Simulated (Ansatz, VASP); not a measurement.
# Cross-check of CsH between VASP and Ansatz, part 2 of 2

One calculation is typed for both programs; each brings its own data sets. How far apart do they land? The cell is taken from a series of runs on this material, whose earlier steps may have relaxed, scaled, displaced or heated it; both programs get it as it stands.

VASP 6.6.1 and Ansatz 0.2.0.

So far: Set-up; Ansatz: relaxation of cell and atoms, LDA; VASP: relaxation of cell and atoms, LDA; Side by side.

### Step 5. VASP: zone-centre phonons, LDA, pair 2

Level of this step: LDA; plane waves and PAW (Cs_sv, H) (VASP).

Second derivatives magnify differences that forces hide, and they need a tight electronic threshold.

Contents of INCAR:

```
SYSTEM = CsH
PREC = Accurate
ENCUT = 500
EDIFF = 1E-08
NELM = 120
ISMEAR = 0
SIGMA = 0.01
LREAL = .FALSE.
ALGO = Normal
GGA = CA
NBANDS = 11
LORBIT = 11
LWAVE = .FALSE.
LCHARG = .FALSE.
ISIF = 2
IBRION = 8
LEPSILON = .TRUE.
LASPH = .TRUE.
GGA_COMPAT = .FALSE.
EFERMI = MIDGAP
KPAR = 2
```

Contents of POSCAR:

```
CsH
1.0
    3.6385986822      0.0000000000      0.0000000000
    0.0000000000      3.6385986822      0.0000000000
    0.0000000000      0.0000000000      3.6385986822
Cs H
1 1
Direct
    0.0000000000      0.0000000000      0.0000000000
    0.5000000000      0.5000000000      0.5000000000
```

Contents of KPOINTS:

```
Automatic mesh
0
Gamma
8 8 8
0 0 0
```

PAW data sets: Cs_sv and H (LDA family, release 64).

On the command line:

```console
$ mpirun -np 2 vasp_std
```

Numbers of over 12 decimals in the logs are rounded to 6 here.

The log of the run:

```text
[... set-up lines as in an earlier step ...]
 entering main loop
       N       E                     dE             d eps       ncg     rms          rms(c)
DAV:   1     0.390624398478E+02    0.39062E+02   -0.43488E+03   770   0.762E+02
DAV:   2    -0.296380447904E+01   -0.42026E+02   -0.39747E+02   939   0.121E+02
DAV:   3    -0.564956492718E+01   -0.26858E+01   -0.26806E+01   925   0.325E+01
DAV:   4    -0.566503754946E+01   -0.15473E-01   -0.15471E-01   875   0.282E+00
[...]
DAV:  12    -0.495137107705E+01   -0.52000E-07   -0.25034E-06   868   0.791E-03    0.267E-03
DAV:  13    -0.495137105285E+01    0.24207E-07   -0.13781E-07   869   0.228E-03    0.792E-04
DAV:  14    -0.495137105253E+01    0.31423E-09   -0.31460E-08   833   0.834E-04
   1 F= -.49513711E+01 E0= -.49513711E+01  d E =0.000000E+00
 Linear response reoptimize wavefunctions to high precision
DAV:   1    -0.495137105274E+01   -0.20805E-09   -0.33182E-09   845   0.275E-04
DAV:   2    -0.495137105278E+01   -0.34788E-10   -0.16513E-10   424   0.597E-05
 Linear response G [H, r] |phi>, progress :
  Direction:   1
[...]
first order change of Fermi-energy   0.54316E-03
 force on displaced ion       1 direction 1 :  -0.650  -0.000  -0.000
 Born effective charge ion    1 direction 1 :   1.168   0.000   0.000
 Linear response progress:
  Degree of freedom:   2/  2
       N       E                     dE             d eps       ncg     rms          rms(c)
RMM:   1    -0.152595778076E-01   -0.15260E-01   -0.97750E-03  3170   0.337E-01
RMM:   2    -0.149105337185E-01    0.34904E-03   -0.26763E-04  2666   0.582E-02    0.690E-02
RMM:   3    -0.152115360232E-01   -0.30100E-03   -0.53128E-05  2475   0.263E-02    0.396E-02
RMM:   4    -0.158383584275E-01   -0.62682E-03   -0.72089E-05  2465   0.310E-02    0.293E-03
RMM:   5    -0.158686849723E-01   -0.30327E-04   -0.10296E-06  2665   0.549E-03    0.918E-04
RMM:   6    -0.158582137674E-01    0.10471E-04   -0.21497E-08  2655   0.703E-04    0.286E-04
RMM:   7    -0.158615343852E-01   -0.33206E-05   -0.45216E-09  2725   0.412E-04    0.388E-05
RMM:   8    -0.158615407074E-01   -0.63222E-08   -0.93178E-11  2836   0.574E-05    0.864E-06
 first order change of Fermi-energy  -0.61742E-03
 force on displaced ion       2 direction 1 :  -0.648   0.000   0.000
 Born effective charge ion    2 direction 1 :  -1.168   0.000   0.000
 Born effective charges drift removed
 Linear response finished
```

OUTCAR, selected parts (step 5):

```text
  Total        0.0346412      0.0346412      0.0346412      0.0000000      0.0000000      0.0000000
  in kB        1.1521284      1.1521284      1.1521284      0.0000000      0.0000000      0.0000000
  external PRESSURE =       1.1521284 kB  Pullay stress =       0.0000000 kB

 POSITION                                       TOTAL-FORCE (eV/Angst)
 -----------------------------------------------------------------------------------
      0.00000      0.00000      0.00000         0.000000      0.000000      0.000000
      1.81930      1.81930      1.81930         0.000000      0.000000      0.000000
 -----------------------------------------------------------------------------------
    total drift:                                0.000000      0.000000     -0.000000

 MACROSCOPIC STATIC DIELECTRIC TENSOR (including local field effects in DFT)
 ------------------------------------------------------
           4.231995    -0.000000     0.000000
          -0.000000     4.231995    -0.000000
          -0.000000    -0.000000     4.231995
 ------------------------------------------------------

 MACROSCOPIC STATIC DIELECTRIC TENSOR IONIC CONTRIBUTION
 ------------------------------------------------------
           7.895281    -0.000000     0.000000
          -0.000000     7.895281     0.000000
           0.000000     0.000000     7.895281
 ------------------------------------------------------

[... 1 part as in an earlier step ...]

[... 1 further part left out ...]
```

### Step 6. Ansatz: zone-centre phonons, LDA, pair 2

The same cell, functional (in two slightly different forms) and mesh now go to Ansatz, which takes its cutoff from its data sets.

The cell is taken from a series of runs on this material, whose earlier steps may have relaxed, scaled, displaced or heated it; both programs get it as it stands.

Contents of input.yaml:

```yaml
crystal:
  lattice:
    - [3.6385986822, 0.0, 0.0]
    - [0.0, 3.6385986822, 0.0]
    - [0.0, 0.0, 3.6385986822]
  atoms:
    - { symbol: Cs, position: [0.0, 0.0, 0.0] }
    - { symbol: H, position: [0.5, 0.5, 0.5] }
kpoints:
  mp_grid: { grid: [8, 8, 8] }
hamiltonian:
  xc: lda
scf:
  occupations: { method: fixed }
output:
  eigenvalues: true
phonons:
  method: dfpt
  dielectric: true
  rigid_motions: translations
```

On the command line:

```console
$ ansatz run input.yaml --threads 4 --pin off --max-ram 7168MiB --backend cpu --events-out ev --progress --plain --runs-dir out
```

The log of the run:

```text
[...]
Crystal: 2 atoms, lattice volume = 48.173 Å³
Basis set: ecut = 420 eV, 925 PW (Γ), exchange–correlation on 50×50×50 points (8 copies of the dense FFT grid, shifted against one another)
Bands: 9, of which v1, the nominal top of the filled ones, is band 5 counted from 1 (4 counted from 0)
Symmetry: 48 space group operations
k-points: 75 of 512 (irreducible under 8 space group operations, time reversal used)
[...]
optical modes at Γ + LO–TO along q̂ = [1.0000, 0.0000, 0.0000]:
      ω (cm⁻¹)  modes    IR ((D/Å)²/amu)
[...]
optical modes at Γ + LO–TO along q̂ = [0.0000, 1.0000, 0.0000]:
      ω (cm⁻¹)  modes    IR ((D/Å)²/amu)
        416.09      2            62.5263
        708.93      1            31.2632
  optical modes at Γ + LO–TO along q̂ = [0.0000, 0.0000, 1.0000]:
      ω (cm⁻¹)  modes    IR ((D/Å)²/amu)
        416.09      2            62.5263
        708.93      1            31.2632
[key lines of the parts left out:]
SCF converged after 7 iterations
Free energy (F): -5520.958442 eV
Fermi energy:    5.325283 eV
```

### Step 7. Side by side

What differs besides the data sets and the points named for the pairs above, as far as they apply: fixed occupations in Ansatz, narrow Gaussian smearing in VASP; VASP's response is taken on the typed mesh, Ansatz refines its own for the field response alone. Total energies have different zeros and are not compared.

Compared:

```
                                     quantity  Ansatz   VASP  difference
                                        ε∞ xx    4.20   4.23     -0.72 %
                                        ε∞ yy    4.20   4.23     -0.72 %
                                        ε∞ zz    4.20   4.23     -0.72 %
Born charge of Cs1 (mean of the diagonal) (e)    1.16   1.17        0.00
 Born charge of H2 (mean of the diagonal) (e)   -1.16  -1.17        0.00
                   optical mode 1 to 3 (cm⁻¹)   416.1  421.2     -1.21 %
```

Modes are paired by rising frequency, not by their patterns, so a pair may set unlike modes beside each other; they are those without the splitting of longitudinal modes.

### Step 8. VASP: zone-centre phonons, LDA, pair 3

Second derivatives magnify differences that forces hide, and they need a tight electronic threshold.

INCAR is that of step 5.

POSCAR is that of step 5.

KPOINTS is that of step 5.

On the command line:

```console
$ mpirun -np 2 vasp_std
```

The log of the run:

```text
[... set-up lines as in an earlier step ...]
 entering main loop
       N       E                     dE             d eps       ncg     rms          rms(c)
[... 14 cycles as in an earlier step ...]
   1 F= -.49513711E+01 E0= -.49513711E+01  d E =0.000000E+00
 Linear response reoptimize wavefunctions to high precision
[... 2 cycles as in an earlier step ...]
 Linear response G [H, r] |phi>, progress :
  Direction:   1
       N       E                     dE             d eps       ncg     rms
[... 8 cycles as in an earlier step ...]
 Linear response G [H, r] |phi>, progress :
  Direction:   2
       N       E                     dE             d eps       ncg     rms
[... 8 cycles as in an earlier step ...]
 Linear response G [H, r] |phi>, progress :
  Direction:   3
       N       E                     dE             d eps       ncg     rms
[... 8 cycles as in an earlier step ...]
 Linear response to external field (no local field effect), progress :
  Direction:   1
       N       E                     dE             d eps       ncg     rms          rms(c)
[... 6 cycles as in an earlier step ...]
[...]
dielectric tensor                  component  2 :     0.213     4.232    -0.368
 Linear response to external field, progress :
  Direction:   3
       N       E                     dE             d eps       ncg     rms          rms(c)
[... 11 cycles as in an earlier step ...]
 change of polarisation eV/A/(eV/A) component  3 :    -0.002    -0.040     0.860
 dielectric tensor                  component  3 :    -0.006    -0.150     4.232
 Linear response DOF=           2
 Linear response progress:
  Degree of freedom:   1/  2
       N       E                     dE             d eps       ncg     rms          rms(c)
[... 10 cycles as in an earlier step ...]
 first order change of Fermi-energy   0.54316E-03
 force on displaced ion       1 direction 1 :  -0.650  -0.000  -0.000
 Born effective charge ion    1 direction 1 :   1.168   0.000   0.000
 Linear response progress:
  Degree of freedom:   2/  2
       N       E                     dE             d eps       ncg     rms          rms(c)
[... 8 cycles as in an earlier step ...]
 first order change of Fermi-energy  -0.61742E-03
 force on displaced ion       2 direction 1 :  -0.648   0.000   0.000
 Born effective charge ion    2 direction 1 :  -1.168   0.000   0.000
 Born effective charges drift removed
 Linear response finished
```

From OUTCAR (step 8):

```text
[... 6 parts as in an earlier step ...]
```

### Step 9. Ansatz: zone-centre phonons, LDA, pair 3

The same cell, functional (in two slightly different forms) and mesh now go to Ansatz.

The cell is taken from a series of runs on this material, whose earlier steps may have relaxed, scaled, displaced or heated it; both programs get it as it stands.

input.yaml, the sections that differ from step 6:

```yaml
phonons:
  method: dfpt
  qmesh: [2, 2, 2]
  temperatures: { t_max: 1000, t_step: 50 }
  qpath:
    path:
      - [[0.0, 0.0, 0.0], [0.0, 0.5, 0.0], [0.5, 0.5, 0.0], [0.0, 0.0, 0.0], [0.5, 0.5, 0.5], [0.0, 0.5, 0.0]]
      - [[0.5, 0.5, 0.5], [0.5, 0.5, 0.0]]
    npoints: 10
basis:
  ecutwfc: 360
# crystal, kpoints, hamiltonian, scf, output: as in step 6
```

On the command line:

```console
$ ansatz run input.yaml --threads 4 --pin off --max-ram 7168MiB --backend cpu --events-out ev --progress --plain --runs-dir out
```

The log of the run:

```text
Warning: basis.ecutwfc = 360 eV is below the records' recommended 420 eV, and the density's cutoff is lower with it unless basis.ecutrho_ratio is high enough to keep the records' density cutoff: compare with a run at a higher cutoff
[...]
Crystal: 2 atoms, lattice volume = 48.173 Å³
Basis set: ecut = 360 eV, 739 PW (Γ), exchange–correlation on 48×48×48 points (8 copies of the dense FFT grid, shifted against one another)
[...]
largest difference from the sums on the solved wave vectors: F 6.50e-2 eV, S 9.79e-5 and C_V 3.17e-5 eV/K
  zero-point energy: 0.109662 eV/cell   skipped modes (ω ≤ 0): 3   left out of the sums: 8.57e-5 of the cell's modes: C_V's classical limit lies that fraction below 3 k_B per atom; for a crystal, a wire or a layer, F and S can be off by more, and a phonons.interpolated_qmesh denser along its periods is the remedy for the sampling
[key lines of the parts left out:]
SCF converged after 7 iterations
Free energy (F): -5520.953846 eV
Fermi energy:    5.326985 eV
```

### Step 10. Side by side

What differs besides the data sets and the points named for the pairs above, as far as they apply: VASP's run holds the zone centre alone; the cutoff is 360 eV in Ansatz and 500 eV in VASP; Ansatz's log warns that its cutoff lies below the recommended one. Total energies have different zeros and are not compared.

Compared:

```
                                     quantity  Ansatz   VASP  difference
                                        ε∞ xx    4.20   4.23     -0.70 %
                                        ε∞ yy    4.20   4.23     -0.70 %
                                        ε∞ zz    4.20   4.23     -0.70 %
Born charge of Cs1 (mean of the diagonal) (e)    1.16   1.17        0.00
 Born charge of H2 (mean of the diagonal) (e)   -1.16  -1.17        0.00
                   optical mode 1 to 3 (cm⁻¹)   416.2  421.2     -1.19 %
```

Modes are paired by rising frequency, not by their patterns, so a pair may set unlike modes beside each other; they are those without the splitting of longitudinal modes.

### Step 11. What came out

| Property | Result |
| --- | --- |
| difference in volume (relaxation of cell and atoms, LDA) | -0.55 % |
| r.m.s. difference of the optical zone-centre modes, each program's sorted by frequency (zone-centre phonons, LDA, pair 2) | 5.1 cm⁻¹ |
| difference in optical mode 1 to 3 (zone-centre phonons, LDA, pair 2) | -1.2 % |
| r.m.s. difference of the optical zone-centre modes, each program's sorted by frequency (zone-centre phonons, LDA, pair 3) | 5.0 cm⁻¹ |
| difference in optical mode 1 to 3 (zone-centre phonons, LDA, pair 3) | -1.2 % |

**Reading.** The difference in volume is -0.55 % (relaxation of cell and atoms, LDA), within the 1.2 % picked in this series as the mark of a large difference, as far as the stopping tolerances let one tell. Among the rows given in per cent, the largest difference of the zone-centre phonons, LDA, pair 2 pair is in optical mode 1 to 3, -1.2 %. Among the rows given in per cent, the largest difference of the zone-centre phonons, LDA, pair 3 pair is in optical mode 1 to 3, -1.2 %. Such differences can come from data sets, numerical settings and the points named under the comparisons, not from the functional's error against experiment.

[Lines on the potential files, build, host, timing and source positions are cut from VASP's logs without a mark.]

[Logs are printed without paths, hosts, clocks, repeated set-up lines and the standing remarks that a program may print on its own settings, such as how far it seeks lower states.]

[Hosts, paths, dates, database ids (printed as entryN), source tags and the programs' standing remarks are cut or masked in the printed files.]
